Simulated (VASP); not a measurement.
# GW on AlN, part 2 of 4

Wanted: how far GW moves the Kohn-Sham levels of AlN. The cell is of the wurtzite type, one of the forms listed for this formula. The start is a cell from a database of measured crystal structures.

VASP 6.6.1, plane waves and PAW; the level of theory is named at each step.

So far, quasiparticle gap on the mesh (eV): step 3 (G0W0, bands in the sums 48) 5.59.

The database entry behind the starting cell differs from later determinations by our own check (inner coordinate u about 0.002 short), so it need not match the best structure at ambient conditions.

## (4) Empty bands

This step: PBE; plane waves and PAW (Al_GW, N_GW) (VASP 6.6.1).

The empty bands are made again, for the run that follows.

File INCAR:

```
SYSTEM = AlN
PREC = Accurate
ENCUT = 450
ISMEAR = 0
SIGMA = 0.01
LREAL = .FALSE.
GGA = PE
NBANDS = 64
ALGO = Exact
NELM = 1
LWAVE = .TRUE.
LCHARG = .FALSE.
LOPTICS = .TRUE.
NEDOS = 1000
CSHIFT = 0.1
```

File POSCAR:

```
AlN
1.0
    3.1130000000      0.0000000000      0.0000000000
   -1.5565000000      2.6959370820      0.0000000000
    0.0000000000      0.0000000000      4.9810000000
Al N
2 2
Direct
    0.6666666667      0.3333333333      0.5000000000
    0.3333333333      0.6666666667      0.0000000000
    0.6666666667      0.3333333333      0.8800000000
    0.3333333333      0.6666666667      0.3800000000
```

File KPOINTS:

```
Automatic mesh
0
Gamma
3 3 2
0 0 0
```

Potentials, in the order of the species: Al_GW and N_GW (PBE family, release 64).

Command:

```
mpirun -np 8 vasp_std
```

Log:

```text
[banner, memory and clock lines left out]
running    8 mpi-ranks, on    1 nodes
[...]
[... a notice as in an earlier step ...]

 LDA part: xc-table for (Slater+PW92), standard interpolation
 found WAVECAR, reading the header
  number of bands has changed, file:    16 present:    64
  trying to continue reading WAVECAR, but it might fail
 POSCAR, INCAR and KPOINTS ok, starting setup
[...]
reading WAVECAR
 random initialization beyond band           16
 the WAVECAR file was read successfully
 initial charge from wavefunction
 entering main loop
       N       E                     dE             d eps       ncg     rms          rms(c)
DIA:   1    -0.296297259689E+02   -0.29630E+02    0.00000E+00     0   0.000E+00
   1 F= -.29629726E+02 E0= -.29629726E+02  d E =-.857427E-16
 writing wavefunctions
 optical routines
 imaginary and real dielectric function
 recalculating local potential from charge density
 direction            1
 direction            2
 direction            3
```

It took 3 s on 8 MPI ranks of Intel Xeon 6975P-C (Granite Rapids), shared host; peak memory 1 GiB; 16 s of CPU time.

OUTCAR, selected parts (step 4):

```text
  Total        0.3810056      0.3810056      0.2839344      0.0000000      0.0000000      0.0000000
  in kB       14.6028131     14.6028131     10.8823628      0.0000000      0.0000000      0.0000000
  external PRESSURE =      13.3626630 kB  Pullay stress =       0.0000000 kB

 POSITION                                       TOTAL-FORCE (eV/Angst)
 -----------------------------------------------------------------------------------
      1.55650      0.89865      2.49050         0.000000      0.000000     -0.198875
     -0.00000      1.79729      0.00000        -0.000000      0.000000     -0.198875
      1.55650      0.89865      4.38328        -0.000000      0.000000      0.198875
     -0.00000      1.79729      1.89278        -0.000000     -0.000000      0.198875
 -----------------------------------------------------------------------------------
    total drift:                               -0.000000     -0.000000     -0.000209

  FREE ENERGIE OF THE ION-ELECTRON SYSTEM (eV)
  ---------------------------------------------------
  free  energy   TOTEN  =       -29.6297259689 eV

  energy  without entropy=      -29.6297259689  energy(sigma->0) =      -29.62972597

[... 1 part as in an earlier step ...]

[... 2 further parts left out ...]
[key lines of the parts left out:]
E-fermi :   5.2139
```

WAVECAR now holds 64 bands for 16 electrons.

## (5) G0W0, bands in the sums 64

This step: G0W0 on PBE; plane waves and PAW (Al_GW, N_GW) (VASP 6.6.1).

The sums now run over 64 bands at the same response cutoff.

File INCAR:

```
SYSTEM = AlN
PREC = Accurate
ENCUT = 450
ISMEAR = 0
SIGMA = 0.01
LREAL = .FALSE.
GGA = PE
NBANDS = 64
ALGO = EVGW0
NELMGW = 1
ENCUTGW = 200
NOMEGA = 64
PRECFOCK = Fast
NBANDSGW = 16
LWAVE = .FALSE.
LCHARG = .FALSE.
```

POSCAR is that of step 4.

KPOINTS is that of step 4.

Command:

```
mpirun -np 8 vasp_std
```

Log:

```text
[banner, memory and clock lines left out]
running    8 mpi-ranks, on    1 nodes
[...]
[... a notice as in an earlier step ...]

 [... a notice as in an earlier step ...]

 LDA part: xc-table for (Slater+PW92), standard interpolation
 found WAVECAR, reading the header
 POSCAR, INCAR and KPOINTS ok, starting setup
[...]
reading WAVECAR
 the WAVECAR file was read successfully
 initial charge from wavefunction
 available memory per node:     27.38 GB, setting MAXMEM to     28038

 The Fermi energy was updated, please check that it is located mid-gap
 values below the HOMO (VB) or above the LUMO (CB) will cause erroneous energies
 E-fermi :   7.2587

 calculate exact exchange contribution
 the WAVEDER file was read successfully
energies w=
    0.000    0.000    0.708    0.000    1.414    0.000    2.116    0.000
    2.815    0.000    3.507    0.000    4.192    0.000    4.870    0.000
    5.538    0.000    6.198    0.000    6.849    0.000    7.491    0.000
[...]
total number of BLAS operations         18.72 Gflops
NQ=   2    0.3333    0.0000    0.0000,
|.........|.........|.........|.........|.........|.........|.........|.........
 performed         80000 updates of chi_q(r,r)
 total number of BLAS operations         49.63 Gflops
NQ=   3    0.3333    0.3333    0.0000,
|.........|.........|.........|.........|.........|.........|.........|.........
 performed        116000 updates of chi_q(r,r)
 total number of BLAS operations         72.92 Gflops
NQ=   4    0.0000    0.0000    0.5000,
|.........|.........|.........|.........|.........|.........|.........|.........
 performed        144000 updates of chi_q(r,r)
 total number of BLAS operations         90.24 Gflops
NQ=   5    0.3333    0.0000    0.5000,
|.........|.........|.........|.........|.........|.........|.........|.........
 performed        196000 updates of chi_q(r,r)
 total number of BLAS operations        122.06 Gflops
NQ=   6    0.3333    0.3333    0.5000,
|.........|.........|.........|.........|.........|.........|.........|.........
 performed        232000 updates of chi_q(r,r)
 total number of BLAS operations        141.56 Gflops
 resolving degeneracies of screened two electron integrals

 calculate QP shifts <psi_nk| G(iteration)W_0 |psi_nk>: iteration 1
 entering main loop
```

Elapsed: 8.2 s, on 8 MPI ranks; peak memory 1.7 GiB; 50 s of CPU time.

Parts of OUTCAR (step 5):

```text
 QP shifts <psi_nk| G(iteration)W_0 |psi_nk>: iteration 1
 for sc-GW calculations column KS-energies equals QP-energies in previous step
 and V_xc(KS)=  KS-energies - (<T + V_ion + V_H > + <T+V_H+V_ion>^1  + <V_x>^1)
 k-point   1 :       0.0000    0.0000    0.0000
  band No.  KS-energies  QP-energies   sigma(KS)   V_xc(KS)     V^pw_x(r,r')   Z            occupation Imag(sigma)
    ...
      5       4.3242       3.6726     -17.1454     -16.3009     -20.8602       0.7716       2.0000       0.0876
      6       4.9836       4.4309     -17.4805     -16.7703     -21.0827       0.7782       2.0000       0.0814
      7       4.9836       4.4309     -17.4805     -16.7703     -21.0827       0.7782       2.0000       0.0814
      8       5.1601       4.6999     -17.4552     -16.8649     -20.8913       0.7798       2.0000       0.0787
      9       9.3572      10.3404     -11.2642     -12.4922      -7.5066       0.8008       0.0000      -0.0737
     10      11.7862      12.8266      -9.6502     -10.9389      -5.4469       0.8074       0.0000      -0.0828
     11      15.7603      17.1536     -12.0831     -13.9333      -7.0646       0.7531       0.0000      -0.1573
     12      16.2733      17.3386      -8.5404      -9.8752      -3.8486       0.7981       0.0000      -0.1198
    ...

[... 1 part as in an earlier step ...]

[... 2 further parts left out ...]
[key lines of the parts left out:]
E-fermi :   7.2587
```

The gap is now 5.641 eV, +46 meV against the GW run before.

## (6) Empty bands

This step: PBE; plane waves and PAW (Al_GW, N_GW) (VASP 6.6.1).

The empty bands are made again, for the run that follows.

File INCAR:

```
SYSTEM = AlN
PREC = Accurate
ENCUT = 450
ISMEAR = 0
SIGMA = 0.01
LREAL = .FALSE.
GGA = PE
NBANDS = 88
ALGO = Exact
NELM = 1
LWAVE = .TRUE.
LCHARG = .FALSE.
LOPTICS = .TRUE.
NEDOS = 1000
CSHIFT = 0.1
```

POSCAR is that of step 5.

KPOINTS is that of step 5.

Command:

```
mpirun -np 8 vasp_std
```

Log:

```text
[banner, memory and clock lines left out]
running    8 mpi-ranks, on    1 nodes
[...]
[... a notice as in an earlier step ...]

 LDA part: xc-table for (Slater+PW92), standard interpolation
 found WAVECAR, reading the header
  number of bands has changed, file:    16 present:    88
  trying to continue reading WAVECAR, but it might fail
 POSCAR, INCAR and KPOINTS ok, starting setup
[...]
reading WAVECAR
 random initialization beyond band           16
 the WAVECAR file was read successfully
 initial charge from wavefunction
 entering main loop
       N       E                     dE             d eps       ncg     rms          rms(c)
[... 1 cycle as in an earlier step ...]
   1 F= -.29629726E+02 E0= -.29629726E+02  d E =-.202962E-20
 writing wavefunctions
 optical routines
 imaginary and real dielectric function
 recalculating local potential from charge density
 direction            1
 direction            2
 direction            3
```

Wall time 3.8 s (8 MPI ranks); peak memory 1 GiB.

From OUTCAR (step 6):

```text
  Total        0.3810056      0.3810056      0.2839344      0.0000000      0.0000000      0.0000000
  in kB       14.6028131     14.6028131     10.8823629      0.0000000      0.0000000      0.0000000
  external PRESSURE =      13.3626631 kB  Pullay stress =       0.0000000 kB

 POSITION                                       TOTAL-FORCE (eV/Angst)
 -----------------------------------------------------------------------------------
      1.55650      0.89865      2.49050         0.000000     -0.000000     -0.198875
     -0.00000      1.79729      0.00000        -0.000000      0.000000     -0.198875
      1.55650      0.89865      4.38328         0.000000      0.000000      0.198875
     -0.00000      1.79729      1.89278         0.000000      0.000000      0.198875
 -----------------------------------------------------------------------------------
    total drift:                               -0.000000     -0.000000     -0.000209

[... 3 parts as in an earlier step ...]

[... 2 further parts left out ...]
[key lines of the parts left out:]
E-fermi :   5.2231
```

WAVECAR now holds 88 bands for 16 electrons.

## (7) G0W0, bands in the sums 88

This step: G0W0 on PBE; plane waves and PAW (Al_GW, N_GW) (VASP 6.6.1).

The sums now run over 88 bands at the same response cutoff.

File INCAR:

```
SYSTEM = AlN
PREC = Accurate
ENCUT = 450
ISMEAR = 0
SIGMA = 0.01
LREAL = .FALSE.
GGA = PE
NBANDS = 88
ALGO = EVGW0
NELMGW = 1
ENCUTGW = 200
NOMEGA = 64
PRECFOCK = Fast
NBANDSGW = 16
LWAVE = .FALSE.
LCHARG = .FALSE.
```

POSCAR is that of step 6.

KPOINTS is that of step 6.

Command:

```
mpirun -np 8 vasp_std
```

Log:

```text
[banner, memory and clock lines left out]
running    8 mpi-ranks, on    1 nodes
[...]
[... a notice as in an earlier step ...]

 [... a notice as in an earlier step ...]

 LDA part: xc-table for (Slater+PW92), standard interpolation
 found WAVECAR, reading the header
 POSCAR, INCAR and KPOINTS ok, starting setup
[...]
reading WAVECAR
 the WAVECAR file was read successfully
 initial charge from wavefunction
 available memory per node:     27.38 GB, setting MAXMEM to     28032

 The Fermi energy was updated, please check that it is located mid-gap
 values below the HOMO (VB) or above the LUMO (CB) will cause erroneous energies
 E-fermi :   7.2587

 calculate exact exchange contribution
 the WAVEDER file was read successfully
energies w=
    0.000    0.000    0.708    0.000    1.414    0.000    2.117    0.000
    2.816    0.000    3.508    0.000    4.194    0.000    4.871    0.000
    5.540    0.000    6.201    0.000    6.852    0.000    7.493    0.000
[...]
total number of BLAS operations         26.32 Gflops
NQ=   2    0.3333    0.0000    0.0000,
|.........|.........|.........|.........|.........|.........|.........|.........
 performed        112000 updates of chi_q(r,r)
 total number of BLAS operations         69.31 Gflops
NQ=   3    0.3333    0.3333    0.0000,
|.........|.........|.........|.........|.........|.........|.........|.........
 performed        163000 updates of chi_q(r,r)
 total number of BLAS operations        101.89 Gflops
NQ=   4    0.0000    0.0000    0.5000,
|.........|.........|.........|.........|.........|.........|.........|.........
 performed        202000 updates of chi_q(r,r)
 total number of BLAS operations        126.22 Gflops
NQ=   5    0.3333    0.0000    0.5000,
|.........|.........|.........|.........|.........|.........|.........|.........
 performed        275000 updates of chi_q(r,r)
 total number of BLAS operations        170.51 Gflops
NQ=   6    0.3333    0.3333    0.5000,
|.........|.........|.........|.........|.........|.........|.........|.........
 performed        326000 updates of chi_q(r,r)
 total number of BLAS operations        197.77 Gflops
 resolving degeneracies of screened two electron integrals

 calculate QP shifts <psi_nk| G(iteration)W_0 |psi_nk>: iteration 1
 entering main loop
```

Run time: 9.6 s. Hardware: 8 MPI ranks; peak memory 1.7 GiB; 57 s of CPU time.

Parts of OUTCAR (step 7):

```text
 QP shifts <psi_nk| G(iteration)W_0 |psi_nk>: iteration 1
 for sc-GW calculations column KS-energies equals QP-energies in previous step
 and V_xc(KS)=  KS-energies - (<T + V_ion + V_H > + <T+V_H+V_ion>^1  + <V_x>^1)
 k-point   1 :       0.0000    0.0000    0.0000
  band No.  KS-energies  QP-energies   sigma(KS)   V_xc(KS)     V^pw_x(r,r')   Z            occupation Imag(sigma)
    ...
      5       4.3242       3.5294     -17.3336     -16.3009     -20.8602       0.7697       2.0000       0.0833
      6       4.9836       4.2775     -17.6801     -16.7703     -21.0827       0.7760       2.0000       0.0760
      7       4.9836       4.2775     -17.6801     -16.7703     -21.0827       0.7760       2.0000       0.0760
      8       5.1601       4.5410     -17.6614     -16.8649     -20.8913       0.7773       2.0000       0.0725
      9       9.3572      10.2307     -11.4014     -12.4922      -7.5066       0.8008       0.0000      -0.0765
     10      11.7862      12.7213      -9.7800     -10.9389      -5.4469       0.8070       0.0000      -0.0848
     11      15.7603      17.0016     -12.2841     -13.9333      -7.0646       0.7527       0.0000      -0.1565
     12      16.2733      17.2222      -8.6852      -9.8752      -3.8486       0.7974       0.0000      -0.1207
    ...

[... 1 part as in an earlier step ...]

[... 2 further parts left out ...]
[key lines of the parts left out:]
E-fermi :   7.2587
```

The gap is now 5.690 eV, +49 meV against the GW run before.

## (8) Empty bands

This step: PBE; plane waves and PAW (Al_GW, N_GW) (VASP 6.6.1).

The empty bands are made again, for the run that follows.

File INCAR:

```
SYSTEM = AlN
PREC = Accurate
ENCUT = 450
ISMEAR = 0
SIGMA = 0.01
LREAL = .FALSE.
GGA = PE
NBANDS = 112
ALGO = Exact
NELM = 1
LWAVE = .TRUE.
LCHARG = .FALSE.
LOPTICS = .TRUE.
NEDOS = 1000
CSHIFT = 0.1
```

POSCAR is that of step 7.

KPOINTS is that of step 7.

Command:

```
mpirun -np 8 vasp_std
```

Log:

```text
[banner, memory and clock lines left out]
running    8 mpi-ranks, on    1 nodes
[...]
[... a notice as in an earlier step ...]

 LDA part: xc-table for (Slater+PW92), standard interpolation
 found WAVECAR, reading the header
  number of bands has changed, file:    16 present:   112
  trying to continue reading WAVECAR, but it might fail
 POSCAR, INCAR and KPOINTS ok, starting setup
[...]
reading WAVECAR
 random initialization beyond band           16
 the WAVECAR file was read successfully
 initial charge from wavefunction
 entering main loop
       N       E                     dE             d eps       ncg     rms          rms(c)
[... 1 cycle as in an earlier step ...]
   1 F= -.29629726E+02 E0= -.29629726E+02  d E =-.203720E-43
 writing wavefunctions
 optical routines
 imaginary and real dielectric function
 recalculating local potential from charge density
 direction            1
 direction            2
 direction            3
```

Run time: 4.2 s. Hardware: 8 MPI ranks; peak memory 1 GiB.

OUTCAR, selected parts (step 8):

```text
  Total        0.3810056      0.3810056      0.2839344      0.0000000      0.0000000      0.0000000
  in kB       14.6028131     14.6028131     10.8823629      0.0000000      0.0000000      0.0000000
  external PRESSURE =      13.3626630 kB  Pullay stress =       0.0000000 kB

 POSITION                                       TOTAL-FORCE (eV/Angst)
 -----------------------------------------------------------------------------------
      1.55650      0.89865      2.49050        -0.000000     -0.000000     -0.198875
     -0.00000      1.79729      0.00000        -0.000000      0.000000     -0.198875
      1.55650      0.89865      4.38328         0.000000     -0.000000      0.198875
     -0.00000      1.79729      1.89278        -0.000000      0.000000      0.198875
 -----------------------------------------------------------------------------------
    total drift:                               -0.000000     -0.000000     -0.000209

[... 3 parts as in an earlier step ...]

[... 2 further parts left out ...]
[key lines of the parts left out:]
E-fermi :   5.2563
```

WAVECAR now holds 112 bands for 16 electrons.

## (9) G0W0, bands in the sums 112

This step: G0W0 on PBE; plane waves and PAW (Al_GW, N_GW) (VASP 6.6.1).

The sums now run over 112 bands at the same response cutoff.

File INCAR:

```
SYSTEM = AlN
PREC = Accurate
ENCUT = 450
ISMEAR = 0
SIGMA = 0.01
LREAL = .FALSE.
GGA = PE
NBANDS = 112
ALGO = EVGW0
NELMGW = 1
ENCUTGW = 200
NOMEGA = 64
PRECFOCK = Fast
NBANDSGW = 16
LWAVE = .FALSE.
LCHARG = .FALSE.
```

POSCAR is that of step 8.

KPOINTS is that of step 8.

Command:

```
mpirun -np 8 vasp_std
```

Log:

```text
[banner, memory and clock lines left out]
running    8 mpi-ranks, on    1 nodes
[...]
[... a notice as in an earlier step ...]

 [... a notice as in an earlier step ...]

 LDA part: xc-table for (Slater+PW92), standard interpolation
 found WAVECAR, reading the header
 POSCAR, INCAR and KPOINTS ok, starting setup
[...]
reading WAVECAR
 the WAVECAR file was read successfully
 initial charge from wavefunction
 available memory per node:     27.33 GB, setting MAXMEM to     27984

 The Fermi energy was updated, please check that it is located mid-gap
 values below the HOMO (VB) or above the LUMO (CB) will cause erroneous energies
 E-fermi :   7.2587

 calculate exact exchange contribution
 the WAVEDER file was read successfully
energies w=
    0.000    0.000    0.709    0.000    1.417    0.000    2.121    0.000
    2.821    0.000    3.514    0.000    4.201    0.000    4.880    0.000
    5.550    0.000    6.211    0.000    6.863    0.000    7.506    0.000
[...]
total number of BLAS operations         33.91 Gflops
NQ=   2    0.3333    0.0000    0.0000,
|.........|.........|.........|.........|.........|.........|.........|.........
 performed        145000 updates of chi_q(r,r)
 total number of BLAS operations         89.00 Gflops
NQ=   3    0.3333    0.3333    0.0000,
|.........|.........|.........|.........|.........|.........|.........|.........
 performed        210000 updates of chi_q(r,r)
 total number of BLAS operations        130.85 Gflops
NQ=   4    0.0000    0.0000    0.5000,
|.........|.........|.........|.........|.........|.........|.........|.........
 performed        261000 updates of chi_q(r,r)
 total number of BLAS operations        162.21 Gflops
NQ=   5    0.3333    0.0000    0.5000,
|.........|.........|.........|.........|.........|.........|.........|.........
 performed        355000 updates of chi_q(r,r)
 total number of BLAS operations        218.95 Gflops
NQ=   6    0.3333    0.3333    0.5000,
|.........|.........|.........|.........|.........|.........|.........|.........
 performed        420000 updates of chi_q(r,r)
 total number of BLAS operations        253.98 Gflops
 resolving degeneracies of screened two electron integrals

 calculate QP shifts <psi_nk| G(iteration)W_0 |psi_nk>: iteration 1
 entering main loop
```

Run time: 9 s. Hardware: 8 MPI ranks; peak memory 1.7 GiB; 54 s of CPU time.

OUTCAR, selected parts (step 9):

```text
 QP shifts <psi_nk| G(iteration)W_0 |psi_nk>: iteration 1
 for sc-GW calculations column KS-energies equals QP-energies in previous step
 and V_xc(KS)=  KS-energies - (<T + V_ion + V_H > + <T+V_H+V_ion>^1  + <V_x>^1)
 k-point   1 :       0.0000    0.0000    0.0000
  band No.  KS-energies  QP-energies   sigma(KS)   V_xc(KS)     V^pw_x(r,r')   Z            occupation Imag(sigma)
    ...
      5       4.3242       3.4405     -17.4495     -16.3009     -20.8602       0.7694       2.0000       0.0826
      6       4.9836       4.1857     -17.8003     -16.7703     -21.0827       0.7746       2.0000       0.0757
      7       4.9836       4.1857     -17.8003     -16.7703     -21.0827       0.7746       2.0000       0.0757
      8       5.1601       4.4484     -17.7812     -16.8649     -20.8913       0.7768       2.0000       0.0733
      9       9.3572      10.1648     -11.4838     -12.4922      -7.5066       0.8009       0.0000      -0.0778
     10      11.7862      12.6601      -9.8557     -10.9389      -5.4469       0.8068       0.0000      -0.0856
     11      15.7603      16.9134     -12.4008     -13.9333      -7.0646       0.7524       0.0000      -0.1575
     12      16.2733      17.1562      -8.7674      -9.8752      -3.8486       0.7970       0.0000      -0.1218
    ...

[... 1 part as in an earlier step ...]

[... 2 further parts left out ...]
[key lines of the parts left out:]
E-fermi :   7.2587
```

The gap is now 5.716 eV, +27 meV against the GW run before.

(Continued in part 3 of 4.)

[Lines on the potential files, build, host, timing and source positions are cut from VASP's logs without a mark.]

[Logs are printed without paths, hosts, clocks, repeated set-up lines and the standing remarks that a program may print on its own settings, such as how far it seeks lower states.]

[Hosts, paths, dates, database ids (printed as entryN), source tags and the programs' standing remarks are cut or masked in the printed files.]

[Pressures printed for these runs are not shown converged in the cutoff: they can be off by several GPa and have the wrong sign.]
